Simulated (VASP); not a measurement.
Output of a VASP run:

**OSZICAR**
```
       N       E                     dE             d eps       ncg     rms          rms(c)
DAV:   1     0.194087310587E+03    0.19409E+03   -0.14507E+04  2856   0.218E+03
DAV:   2    -0.190137331832E+02   -0.21310E+03   -0.20561E+03  2804   0.380E+02
DAV:   3    -0.295335537675E+02   -0.10520E+02   -0.98730E+01  2980   0.117E+02
DAV:   4    -0.297399379988E+02   -0.20638E+00   -0.20547E+00  3244   0.148E+01
DAV:   5    -0.297459303083E+02   -0.59923E-02   -0.59906E-02  3508   0.238E+00    0.236E+01
DAV:   6    -0.286609526208E+02    0.10850E+01   -0.61775E+01  3112   0.137E+02    0.166E+01
DAV:   7    -0.252731570338E+02    0.33878E+01   -0.16874E+01  3084   0.723E+01    0.440E+00
DAV:   8    -0.251593886618E+02    0.11377E+00   -0.33399E-01  3404   0.663E+00    0.168E+00
DAV:   9    -0.251310392629E+02    0.28349E-01   -0.32833E-02  3804   0.267E+00    0.266E-01
DAV:  10    -0.251299601525E+02    0.10791E-02   -0.18163E-03  3152   0.453E-01    0.135E-01
DAV:  11    -0.251298139569E+02    0.14620E-03   -0.12570E-04  3576   0.119E-01    0.825E-02
DAV:  12    -0.251298183999E+02   -0.44430E-05   -0.14757E-05  3108   0.532E-02    0.267E-02
DAV:  13    -0.251298184942E+02   -0.94296E-07   -0.20675E-06  2584   0.182E-02
   1 F= -.14887483E+02 E0= -.14887604E+02  d E =-.148875E+02  mag=    -0.0017
```

File OUTCAR:
```
------------------------ aborting loop because EDIFF is reached ----------------------------------------
  FORCE on cell =-STRESS in cart. coord.  units (eV):
  Direction    XX          YY          ZZ          XY          YZ          ZX
  --------------------------------------------------------------------------------------
  Total       10.2513755     10.2513755     10.2513755     -0.0000000     -0.0000000     -0.0000000
  in kB      450.3971890    450.3971890    450.3971890     -0.0000000     -0.0000000     -0.0000000
  external PRESSURE =       0.3971890 kB  Pullay stress =     450.0000000 kB
  volume of cell :       36.47
      direct lattice vectors                 reciprocal lattice vectors
     3.316136132  0.000000000  0.000000000     0.301555775  0.000000000  0.000000000
     0.000000000  3.316136132  0.000000000     0.000000000  0.301555775  0.000000000
     0.000000000  0.000000000  3.316136132     0.000000000  0.000000000  0.301555775
 POSITION                                       TOTAL-FORCE (eV/Angst)
 -----------------------------------------------------------------------------------
      0.00000      0.00000      0.00000         0.000000      0.000000      0.000000
      0.00000      1.65807      1.65807         0.000000      0.000000      0.000000
      1.65807      0.00000      1.65807         0.000000      0.000000      0.000000
      1.65807      1.65807      0.00000         0.000000      0.000000      0.000000
 -----------------------------------------------------------------------------------
    total drift:                                0.000000     -0.000000     -0.000000
  FREE ENERGIE OF THE ION-ELECTRON SYSTEM (eV)
  ---------------------------------------------------
  free  energy   TOTEN  =       -25.1298184942 eV

  energy  without entropy=      -25.1301803353  energy(sigma->0) =      -25.12993911
  enthalpy is  TOTEN    =       -14.8874833300 eV   P V=       10.2423351642

 total charge

# of ion       s       p       d       tot
------------------------------------------
    1        0.444   0.499   0.000   0.943
    2        0.602   0.737   8.534   9.872
    3        0.602   0.737   8.534   9.872
    4        0.602   0.737   8.534   9.872
--------------------------------------------------
tot          2.249   2.710  25.602  30.561

 magnetization (x)

# of ion       s       p       d       tot
------------------------------------------
    1        0.000   0.000   0.000   0.000
    2        0.000   0.000  -0.001  -0.001
    3        0.000   0.000  -0.001  -0.001
    4        0.000   0.000  -0.001  -0.001
--------------------------------------------------
tot          0.000   0.000  -0.002  -0.002

 reached required accuracy - stopping structural energy minimisation
```
(Selected blocks of OUTCAR.)

### POSCAR
```
Ni3Al
1
    3.3161361321     0.0000000000     0.0000000000
    0.0000000000     3.3161361321     0.0000000000
    0.0000000000     0.0000000000     3.3161361321
Al Ni
1 3
Direct
  0.0000000000   0.0000000000   0.0000000000
  0.0000000000   0.5000000000   0.5000000000
  0.5000000000   0.0000000000   0.5000000000
  0.5000000000   0.5000000000   0.0000000000
```

Q: Write an INCAR and KPOINTS that could have produced this output.

A: One answer among several that fit: the input of the run itself, LDA (Ceperley-Alder, Perdew-Zunger), plane waves, VASP's LDA PAW potentials (set 64).

**INCAR**
```
LASPH  =  .True.   ! aspherical one-centre terms
EDIFFG  =  -0.02   ! ionic stop
LWAVE  =  .False.
ISPIN  =  2   ! spin-polarised
MAGMOM  =  -0.0 0.2 0.2 0.2
ALGO  =  Normal   ! blocked Davidson
ISMEAR  =  1   ! Methfessel-Paxton
EDIFF  =  1E-6   ! SCF stop (eV)
PREC  =  Accurate
NELM  =  100
LREAL  =  .False.   ! projection in real space or not
LORBIT  =  10
ISIF  =  3   ! ions, shape and volume
PSTRESS  =  450   ! kbar
IBRION  =  2   ! conjugate gradients
SYSTEM  =  Ni3Al
LMAXMIX  =  4   ! l cut-off of mixed one-centre charges
SIGMA  =  0.1
NSW  =  40   ! most ionic steps
ENCUT  =  500
LCHARG  =  .False.
```

### KPOINTS
```
Automatic mesh
0
Gamma
9 9 9
0 0 0
```

POTCAR, in this order: Al Ni (LDA.64 set). Program: vasp_std.

The compound is Ni3Al in the L1_2 structure. It was relaxed first under an external pressure of 45 GPa.
